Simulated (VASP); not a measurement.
```yaml
crystal:
  lattice:
    - [0.00000, 2.78150, 2.78150]
    - [2.78150, 0.00000, 2.78150]
    - [2.78150, 2.78150, 0.00000]
  atoms:
    - { symbol: Mg, position: [0.00000, 0.00000, 0.00000] }
    - { symbol: Se, position: [0.50000, 0.50000, 0.50000] }
```

These are PBE GGA with D3 dispersion (zero damping), VASP's PBE PAW potentials (set 64) (plane waves; VASP) values and carry that method's errors. Numerical set-up: 520 eV cut-off, 8×8×8 Γ-centred mesh, Gaussian smearing of 0.050 eV, potentials Mg Se.

**Question.** Estimate the energy per atom (σ→0), pressure, band gap (on the k-mesh) with the smallest direct gap where there is one.

**Answer.** 
```yaml
band gap (on the k-mesh): 1.70 eV
smallest direct gap (on the k-mesh): 2.20 eV
energy per atom (σ→0): -4.011 eV/atom
pressure: -3.45 GPa
```

The absolute energy has meaning only against runs of the same code, potentials and settings.

The compound is MgSe in the rock salt structure. This cell is one point of a volume scan, at 1.06 of the reference volume.
